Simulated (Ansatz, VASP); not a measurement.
# Be2N: VASP beside Ansatz, part 2 of 2

One calculation is typed for both programs; each brings its own data sets. How far apart do they land? The cell is generated by rule, not measured, and may not be a known phase. The cell is taken from a series of runs on this material, whose earlier steps may have relaxed, scaled, displaced or heated it; both programs get it as it stands.

VASP 6.6.1 and Ansatz 0.2.0.

So far: Set-up; VASP: zone-centre phonons, PBEsol.

The structure was built from a prototype and need not be the compound's stable phase.

## Step 3: Ansatz: zone-centre phonons, PBEsol

Level of this step: Ansatz beside VASP: Kohn-Sham DFT, plane waves, PBEsol (Ansatz).

Ansatz runs on norm-conserving files, of PseudoDojo where its log says so.

The same cell, functional, mesh and smearing now go to Ansatz, which takes its cutoff from its data sets.

input.yaml reads:

```yaml
crystal:
  lattice:
    - [1.3242419817, 0.7645514645, 4.0242101329]
    - [-1.3242419817, 0.7645514645, 4.0242101329]
    - [0.0, -1.5291029293, 4.0242101328]
  atoms:
    - { symbol: Be, position: [0.2672276765, 0.2672276765, 0.2672276765] }
    - { symbol: Be, position: [0.7327723235, 0.7327723235, 0.7327723235] }
    - { symbol: "N", position: [0.0, 0.0, 0.0] }
kpoints:
  mp_grid: { grid: [18, 18, 18] }
hamiltonian:
  xc: pbesol
  pseudopotentials: { kind: nc, accuracy: standard }
scf:
  occupations: { method: methfessel_paxton, width: 0.15 }
output:
  eigenvalues: true
phonons:
  method: dfpt
```

Command:

```console
ansatz run input.yaml --threads 4 --pin off --max-ram 7168MiB --backend cpu --events-out ev --progress --plain --runs-dir out
```

Numbers of over 12 decimals in the logs are rounded to 6 here.

The log of the run:

```text
Engine: ansatz 0.2.0, aarch64-unknown-linux-gnu
Pseudopotentials: kind: nc
Pseudopotential: Be, nc, valence charge 4, recommended cutoff 1197.300995 eV (normal), Be.nc.azcp (PseudoDojo's, or run here from an input of PseudoDojo's; its table is named by hamiltonian.pseudopotentials.accuracy)
Pseudopotential: N, nc, valence charge 5, recommended cutoff 1142.878222 eV (normal), N.nc.azcp (PseudoDojo's, or run here from an input of PseudoDojo's; its table is named by hamiltonian.pseudopotentials.accuracy)
Functional definition: PBEsol
  exchange = pbesol_x
  correlation = pbesol_c
Crystal: 3 atoms, lattice volume = 24.446 Å³
Basis set: ecut = 1197.300995 eV, 2321 PW (Γ), exchange–correlation on 100×100×100 points (8 copies of the dense FFT grid, shifted against one another)
Bands: 11, of which v1, the nominal top of the filled ones, is band 7 counted from 1 (6 counted from 0)
Symmetry: 12 space group operations
k-points: 1550 of 5832 (irreducible under 2 space group operations, time reversal used)
Non-local potential: Be, projectors of the file, l = 0: 2, l = 1: 2
Non-local potential: N, projectors of the file, l = 0: 2, l = 1: 2
Initial density: superposition of atomic densities (chi_scale 0.1, normalization cell, long waves kept (reshape's long-wave potential 0.10 eV rms))
Initial wavefunctions: pseudopotential atomic-orbital guess
Functional: x = pbesol(κ = 0.804, μ = 0.123457), c = pbesol(β = 0.046)
SCF iter   1: F=—  HF=-1039.075431 eV  |F-HF|=—  |Δ(HF+E_count)|=         —  Δρ=8.92e-2  dr2=2.59e0  ethr=3.10e-3  ⟨swp⟩=6.1  Hψ=128724  notcnv=0
preconditioner: auto → none  [metal: Δε(μ)=0.005 eV  Ē_g=15.746 eV  σ=0.150 eV  W_gap=0.03  n_scr=2 (ndim 8)  ℏωp=22.5 eV  f_vac=0.000  D(μ)=0.68/eV (n_scr^D=2)  sad-step TF]
SCF iter   2: F=—  HF=-1038.482926 eV  |F-HF|=—  |Δ(HF+E_count)|=   5.93e-1  S|Δr|=    0.00e0  Δρ=3.64e-2  dr2=5.36e-1  ethr=3.10e-3  ⟨swp⟩=2.6  Hψ=41845  notcnv=0  defer=333
SCF iter   3: F=—  HF=-1038.284880 eV  |F-HF|=—  |Δ(HF+E_count)|=   1.98e-1  S|Δr|=    0.00e0  Δρ=1.03e-2  dr2=9.47e-3  ethr=3.10e-3  ⟨swp⟩=2.7  Hψ=32380  notcnv=0  defer=333
SCF iter   4: F=—  HF=-1038.284555 eV  |F-HF|=—  |Δ(HF+E_count)|=   3.25e-4  S|Δr|=    0.00e0  Δρ=2.44e-3  dr2=8.19e-4  ethr=7.28e-5  ⟨swp⟩=1.5  Hψ=30820  notcnv=0  defer=265
SCF iter   5: F=—  HF=-1038.284537 eV  |F-HF|=—  |Δ(HF+E_count)|=   1.77e-5  S|Δr|=    0.00e0  Δρ=1.47e-4  dr2=4.21e-6  ethr=6.30e-6  ⟨swp⟩=2.6  Hψ=23524  notcnv=0  defer=265
SCF iter   6: F=—  HF=-1038.284537 eV  |F-HF|=—  |Δ(HF+E_count)|=   4.15e-8  S|Δr|=    0.00e0  Δρ=1.92e-5  dr2=3.00e-8  ethr=3.24e-8  ⟨swp⟩=2.3  Hψ=22914  notcnv=0  defer=265
SCF iter   7: F=—  HF=-1038.284596 eV  |F-HF|=—  |Δ(HF+E_count)|=   5.90e-5  S|Δr|=    0.00e0  Δρ=1.25e-6  dr2=1.42e-10  ethr=2.31e-10  ⟨swp⟩=2.5  Hψ=24252  notcnv=0  defer=265
SCF iter   8: F=-1038.284596 eV  HF=-1038.284596 eV  |F-HF|=4.55e-13  |Δ(HF+E_count)|=  9.23e-11  S|Δr|=    0.00e0  Δρ=1.41e-7  dr2=6.59e-13  ethr=1.00e-12  ⟨swp⟩=7.1  Hψ=79273  notcnv=0
SCF 1 converged in 8 iterations: F = -1038.284596 eV  dr2 = 6.59e-13
DFPT response loops at Γ: preconditioner auto → Kerker (q_TF=auto, 2.456 Å⁻¹) (partly filled bands, converged f_vac=0.000); β = 1.00, the filter's whole step (`scf.mixing.beta` (0.50) is not read by the response loops under this deck's `scf.mixing.preconditioner`; to damp them name `kerker` or `kerker_dos`, under which they read `scf.mixing.beta`, and type it under 1.00, their step now; both keys bind the ground state too); Broyden in place of MSR1
SCF converged after 8 iterations
Stability not checked: this state was not tested for a lower state beside it, because cold or Methfessel-Paxton smearing, or corrected tetrahedra, fill the levels in a way that the test cannot read (fill_not_monotonic; see scf.lower_state_search)
Free energy (F): -1038.284596 eV
Harris-Foulkes:  -1038.284596 eV  (|F-HF|=4.55e-13)
Internal energy: -1038.284378 eV  (E = F + TS)
E sigma→0 (E₀):  -1038.284542 eV
Entropy (-TS):   -0.000218 eV (-0.073 meV/atom)
Fermi energy:    8.771251 eV
--- Per-component energies (eV) ---
  E_band       = -359.919764
  E_kinetic    = 669.037285
  E_local      = -670.911097  (includes V_loc(G=0)·N_el)
  E_nonlocal   = -582.181513
  E_hartree    = 243.442930
  E_xc         = -213.706065
  E_vxc        = -262.750293  (∫ρ·V_xc dr)
  E_ewald      = -483.965918
  E_smearing   = -0.000218  (= −TS)
  E_closure    = 0.000000  (closes the sum)
  Σ components = -1038.284596   (vs F -1038.284596, Δ=0.00e0)
--- Band table (eV; the first three rows and the last of 1550) ---
  k-point 0: bands = [... 3 lower, 2.0369, 3.6807, 6.4401, 6.4401, 16.5052, 16.5766, 16.9881, 16.9881]
  k-point 1: bands = [... 3 lower, 2.0422, 3.7940, 6.1576, 6.3428, 16.4280, 16.6650, 17.0401, 17.1297]
  k-point 2: bands = [... 3 lower, 2.0673, 4.1196, 5.4021, 6.0771, 16.0691, 16.8678, 17.2280, 17.4910]
  k-point 1549: bands = [... 3 lower, -0.4778, 6.4097, 6.4097, 8.9446, 13.2978, 16.6460, 17.1825, 17.1825]
--- Phonons (Γ-DFPT): 4 representative perturbations + reference, on 1550 of 5832 k-points (Σ response iterations 15) ---
  k mesh reduced under 2 symmetry operations, with k and −k counted as one. Each operation leaves every solved perturbation unchanged. A smaller set is not used because it would not reduce the number of displacements times k-points to solve
  ASR residual: 2.913e-5 → 0.000e0 eV/Å²; symmetrization residual: 5.353e-6 eV/Å²
  ASR residual per site (eV/Å²): 9.53e-6 9.53e-6 2.91e-5
  Γ frequencies (cm⁻¹): 0.00 0.00 0.00 527.56 527.56 567.47 719.85 719.85 779.96
  non-analytic LO–TO correction: not included (Born effective charges unavailable; polar crystals: no LO–TO splitting at Γ)
```

## Step 4: Differences

Known differences besides the potentials themselves: the data sets hold 13 valence electrons in Ansatz (on norm-conserving files, of PseudoDojo where its log says so) and 9 in VASP; the cutoff is 1197.3 eV in Ansatz and 600 eV in VASP. Total energies have different zeros and are not compared.

The two programs side by side:

```
                  quantity  Ansatz   VASP  difference
optical mode 1 to 2 (cm⁻¹)   527.6  528.6     -0.20 %
     optical mode 3 (cm⁻¹)   567.5  563.6     +0.68 %
optical mode 4 to 5 (cm⁻¹)   719.9  722.5     -0.36 %
     optical mode 6 (cm⁻¹)   780.0  778.2     +0.22 %
```

Modes are paired by rising frequency, not by their patterns, so a pair may set unlike modes beside each other; they are those without the splitting of longitudinal modes.

## Step 5: Results

| Item | Value |
| --- | --- |
| r.m.s. difference of the optical zone-centre modes, each program's sorted by frequency (zone-centre phonons, PBEsol) | 2.4 cm⁻¹ |
| difference in optical mode 3 (zone-centre phonons, PBEsol) | +0.7 % |

The r.m.s. difference of the optical zone-centre modes, each program's sorted by frequency is 2.4 cm⁻¹ (zone-centre phonons, PBEsol). The data sets hold unlike numbers of valence electrons (13 in Ansatz and 9 in VASP), so part of the differences comes from the potentials. Among the rows given in per cent, the largest difference of the zone-centre phonons, PBEsol pair is in optical mode 3, +0.7 %. Such differences can come from data sets, numerical settings and the points named under the comparisons, not from the functional's error against experiment.

[Lines on the potential files, build, host, timing and source positions are cut from VASP's logs without a mark.]

[Logs are printed without paths, hosts, clocks, repeated set-up lines and the standing remarks that a program may print on its own settings, such as how far it seeks lower states.]

[Hosts, paths, dates, database ids (printed as entryN), source tags and the programs' standing remarks are cut or masked in the printed files.]
